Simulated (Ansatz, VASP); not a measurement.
# Cross-check of CdCu between VASP and Ansatz, part 2 of 2

Aim: how closely do two programs agree when they are given the same cell, functional and k mesh? The cell is invented: As first built, before any earlier steps moved the atoms (in the runner's words): it takes the CdAg structure with some of its atoms replaced by other elements, volume scaled by an estimate. It may not be a known or stable phase. The cell is taken from a series of VASP runs on this material, whose earlier steps may have relaxed, scaled or displaced it; both programs get it as it stands.

VASP 6.6.1 and Ansatz 0.2.0.

So far. Step 2 (Ansatz: single point, PBE with D3(BJ)): The run ends at a pressure of 0.16 GPa.

### 5. VASP: band structure, PBE with D3(BJ), spin-orbit coupling

Level of this step: PBE with D3(BJ), spin-orbit coupling; plane waves and PAW (Cd, Cu); invented cell (VASP).

A single point gives forces, pressure and levels at one fixed geometry, so differences don't come from the geometry; what else differs is listed under the comparison.

The input, INCAR:

```
SYSTEM = CdCu
PREC = Accurate
ENCUT = 400
EDIFF = 1E-06
NELM = 100
ISMEAR = 0
SIGMA = 0.05
LREAL = .FALSE.
ALGO = Normal
GGA = PE
IVDW = 12
LNONCOLLINEAR = .TRUE.
MAGMOM = 0 0 0 0 0 0
NBANDS = 34
GGA_COMPAT = .FALSE.
LASPH = .TRUE.
LSORBIT = .TRUE.
LMAXMIX = 4
LORBIT = 11
LWAVE = .FALSE.
LCHARG = .FALSE.
```

The input, POSCAR:

```
CdCu
1.0
    1.4363146945      0.8292570932      4.4033760212
   -1.4363146945      0.8292570932      4.4033760212
    0.0000000000     -1.6585141864      4.4033760212
Cd Cu
1 1
Direct
    0.5000000000      0.5000000000      0.5000000000
    0.0000000000      0.0000000000      0.0000000000
```

The input, KPOINTS:

```
Automatic mesh
0
Gamma
7 7 7
0 0 0
```

The input, KPOINTS_OPT:

```
Line mode
16
Line-mode
Reciprocal
  0.00000000   0.00000000   0.00000000 GAMMA
  0.50000000   0.00000000   0.00000000 L

  0.50000000   0.00000000   0.00000000 L
  0.50000000   0.19031037  -0.19031037 B1

  0.80968963   0.50000000   0.19031037 B
  0.50000000   0.50000000   0.50000000 Z

  0.50000000   0.50000000   0.50000000 Z
  0.00000000   0.00000000   0.00000000 GAMMA

  0.00000000   0.00000000   0.00000000 GAMMA
  0.34515518   0.00000000  -0.34515518 X

  0.65484482   0.34515518   0.00000000 Q
  0.50000000   0.50000000   0.00000000 F

  0.50000000   0.50000000   0.00000000 F
  0.65484482   0.65484482   0.19031037 P1

  0.65484482   0.65484482   0.19031037 P1
  0.50000000   0.50000000   0.50000000 Z

  0.50000000   0.00000000   0.00000000 L
  0.80968963   0.34515518   0.34515518 P
```

The projector-augmented-wave data sets are Cd and Cu (PBE family, release 64).

The run is started by

```sh
$ mpirun -np 1 vasp_ncl
```

Numbers of over 12 decimals in the logs are rounded to 6 here.

The log of the run:

```text
[... set-up lines as in an earlier step ...]
 entering main loop
       N       E                     dE             d eps       ncg     rms          rms(c)
DAV:   1     0.190258242910E+03    0.19026E+03   -0.93114E+03  3112   0.161E+03
DAV:   2     0.801714332871E+01   -0.18224E+03   -0.16978E+03  3022   0.366E+02
DAV:   3    -0.472594510465E+01   -0.12743E+02   -0.11997E+02  3422   0.121E+02
DAV:   4    -0.494128408501E+01   -0.21534E+00   -0.21492E+00  3504   0.167E+01
[...]
DAV:  12    -0.418791175192E+01    0.47572E-04   -0.24195E-04  4028   0.401E-01    0.168E-02
DAV:  13    -0.418790985742E+01    0.18945E-05   -0.10618E-05  4142   0.662E-02    0.401E-03
DAV:  14    -0.418791004820E+01   -0.19079E-06   -0.34772E-07  2086   0.149E-02
   1 F= -.52210989E+01 E0= -.52202414E+01  d E =-.171493E-02  mag=     0.0000    -0.0000    -0.0000
 Start KPOINTS_OPT (optional k-point list driver)
k-point batch [1-44\144]
       N       E                     dE             ncg
DAV:   1     0.788929461352E+04   -0.20108E+05     3112
DAV:   2    -0.250055123761E+02   -0.79143E+04     3020
DAV:   3    -0.567179913148E+03   -0.54217E+03     3344
DAV:   4    -0.576325447135E+03   -0.91455E+01     3520
DAV:   5    -0.576497221356E+03   -0.17177E+00     3738
DAV:   6    -0.576503231524E+03   -0.60102E-02     3516
DAV:   7    -0.576503545607E+03   -0.31408E-03     3430
DAV:   8    -0.576503560239E+03   -0.14632E-04     2890
DAV:   9    -0.576503561000E+03   -0.76086E-06     2160
[...]
k-point batch [133-144\144]
       N       E                     dE             ncg
DAV:   1     0.236315079699E+05   -0.80903E+04      832
DAV:   2     0.214467484762E+05   -0.21848E+04      816
DAV:   3     0.212899452033E+05   -0.15680E+03      980
DAV:   4     0.212874310879E+05   -0.25141E+01      912
DAV:   5     0.212873833573E+05   -0.47731E-01     1022
DAV:   6     0.212873816169E+05   -0.17404E-02      918
DAV:   7     0.212873815242E+05   -0.92710E-04      980
DAV:   8     0.212873815194E+05   -0.48033E-05      768
DAV:   9     0.212873815191E+05   -0.24817E-06      512
```

OUTCAR, selected parts (step 5):

```text
 Edisp (eV)   -1.03319

  Total       0.05479     0.05479     0.04694     0.00000     0.00000     0.00000
  in kB       2.78957     2.78957     2.39000     0.00000     0.00000     0.00000
  external pressure =        2.66 kB  Pullay stress =        0.00 kB

 POSITION                                       TOTAL-FORCE (eV/Angst)
 -----------------------------------------------------------------------------------
      0.00000      0.00000      6.60506         0.000000      0.000000      0.000000
      0.00000      0.00000      0.00000         0.000000     -0.000000     -0.000000
 -----------------------------------------------------------------------------------
    total drift:                               -0.000000     -0.000000     -0.000000

  FREE ENERGIE OF THE ION-ELECTRON SYSTEM (eV)
  ---------------------------------------------------
  free  energy   TOTEN  =        -5.2210989129 eV

  energy  without entropy=       -5.2193839864  energy(sigma->0) =       -5.22024145

 magnetization (x)
# of ion       s       p       d       tot
------------------------------------------
    1        0.000   0.000   0.000   0.000
    2       -0.000  -0.000   0.000  -0.000
--------------------------------------------------
tot         -0.000  -0.000   0.000  -0.000

 magnetization (y)
# of ion       s       p       d       tot
------------------------------------------
    1        0.000  -0.000   0.000  -0.000
    2        0.000   0.000   0.000   0.000
--------------------------------------------------
tot          0.000  -0.000   0.000   0.000

 magnetization (z)
# of ion       s       p       d       tot
------------------------------------------
    1        0.000   0.000   0.000   0.000
    2        0.000   0.000   0.000   0.000
--------------------------------------------------
tot          0.000   0.000   0.000   0.000

[... 1 part as in an earlier step ...]

[... 2 further parts left out ...]
[key lines of the parts left out:]
E-fermi :   4.9009
```

The run ends at a pressure of 0.27 GPa.

### 6. Ansatz: band structure, PBE with D3(BJ), spin-orbit coupling

The same cell, functional, mesh and smearing now go to Ansatz, which takes its cutoff from its data sets.

The cell is taken from a series of VASP runs on this material, whose earlier steps may have relaxed, scaled or displaced it; both programs get it as it stands.

The input, input.yaml:

```yaml
crystal:
  lattice:
    - [1.4363146945, 0.8292570932, 4.4033760212]
    - [-1.4363146945, 0.8292570932, 4.4033760212]
    - [0.0, -1.6585141864, 4.4033760212]
  atoms:
    - { symbol: Cd, position: [0.5, 0.5, 0.5] }
    - { symbol: Cu, position: [0.0, 0.0, 0.0] }
hamiltonian:
  xc: pbe
  pseudopotentials: { kind: paw_fr }
  dispersion: d3bj
magnetization:
  noncollinear: true
  spin_orbit: true
kpoints:
  mp_grid: { grid: [7, 7, 7] }
  band_path:
    path:
      - [0.0, 0.0, 0.0]
      - [0.13333, 0.0, 0.0]
      - [0.3, 0.0, 0.0]
      - [0.46667, 0.0, 0.0]
      - [0.5, 0.03806, -0.03806]
      - [0.5, 0.1015, -0.1015]
      - [0.5, 0.16494, -0.16494]
      - [0.7684, 0.5, 0.2316]
      - [0.66517, 0.5, 0.33483]
      - [0.56194, 0.5, 0.43806]
      - [0.46667, 0.46667, 0.46667]
      - [0.3, 0.3, 0.3]
      - [0.13333, 0.13333, 0.13333]
      - [0.0, 0.0, 0.0]
      - [0.11505, 0.0, -0.11505]
      - [0.20709, 0.0, -0.20709]
      - [0.32214, 0.0, -0.32214]
      - [0.62388, 0.37612, 0.0]
      - [0.57226, 0.42774, 0.0]
      - [0.52065, 0.47935, 0.0]
      - [0.52065, 0.52065, 0.02537]
      - [0.57226, 0.57226, 0.08881]
      - [0.62388, 0.62388, 0.15225]
      - [0.64452, 0.64452, 0.21096]
      - [0.59291, 0.59291, 0.31419]
      - [0.54129, 0.54129, 0.41742]
      - [0.5, 0.0, 0.0]
      - [0.60323, 0.11505, 0.11505]
      - [0.70646, 0.2301, 0.2301]
      - [0.80969, 0.34516, 0.34516]
    npoints: 1
scf:
  occupations: { method: gaussian, width: 0.05 }
  n_extra_bands: 14
output:
  forces: true
  stress: true
  eigenvalues: true
```

The run is started by

```sh
$ ansatz run input.yaml --threads 2 --pin off --max-ram 4608MiB --backend cpu --events-out ev --progress --plain --runs-dir out
```

The log of the run:

```text
[...]
non-collinear run that drives no moment, with spin-orbit: no starting moment large enough to seed its density (crystal.atoms[].spin), no starting occupations that ask for one, no magnetisation constraint and no magnetic field, so the semilocal B_xc is pinned to zero
Crystal: 2 atoms, lattice volume = 31.468 Å³
[...]
k-point 1: bands = [... 35 lower, 14.0089, 14.1816, 14.1816, 16.0222, 16.0222, 18.9838, 18.9838, 27.7031, ... 10 higher]
  k-point 2: bands = [... 35 lower, 14.0468, 14.3013, 14.3013, 17.5045, 17.5045, 20.5348, 20.5348, 22.5176, ... 10 higher]
  k-point 43: bands = [... 35 lower, 13.9577, 14.0976, 14.0976, 14.2166, 14.2166, 26.8806, 26.8806, 27.4270, ... 10 higher]
[key lines of the parts left out:]
SCF converged after 13 iterations
Magnetization: |M| = 0.0000 μB,  M = (+0.0000, +0.0000, +0.0000) μB
Free energy (F): -14883.407034 eV
Fermi energy:    16.386690 eV
P = ⅓ Tr σ = 0.4028 GPa (4.028 kbar)
```

Elapsed: 33 s, on 2 threads of Arm Neoverse N1, shared host; peak memory 0.5 GiB.

### 7. Comparison

What differs besides the data sets and the points named for the pairs above, as far as they apply: spin-orbit coupling enters by fully relativistic files in Ansatz and inside the spheres in VASP; the data sets hold 39 valence electrons in Ansatz (fully relativistic PAW (standard-fr) files) and 23 in VASP. Total energies have different zeros and are not compared.

The two programs side by side:

```
                                        quantity  Ansatz  VASP  difference
                                  pressure (GPa)    0.40  0.27       +0.14
pressure without Ansatz's Pulay correction (GPa)    0.32  0.27       +0.05
```

Levels from 3 eV below to 2 eV above the Fermi level differ by 15 meV r.m.s. and 38 meV at most; each VASP level is matched to the nearest of Ansatz, which flatters the figure a little. Ansatz's pressure holds a Pulay correction of 0.09 GPa; VASP's holds none.

### 8. What came out

```yaml
difference_in_pressure_single_point_pbe_with_d3_bj: 0.22 GPa
r_m_s_difference_of_levels_near_the_fermi_level_band_structure_pbe_with_d3_bj_spin_orbit_coupling: 15 meV
```

The difference in pressure is 0.22 GPa (single point, PBE with D3(BJ)), within the 1 GPa picked in this series as the mark of a large difference. Such differences can come from data sets, numerical settings and the points named under the comparisons, not from the functional's error against experiment.

[Lines on the potential files, build, host, timing and source positions are cut from VASP's logs without a mark.]

[Logs are printed without paths, hosts, clocks, repeated set-up lines and the standing remarks that a program may print on its own settings, such as how far it seeks lower states.]

[Hosts, paths, dates, database ids (printed as entryN), source tags and the programs' standing remarks are cut or masked in the printed files.]
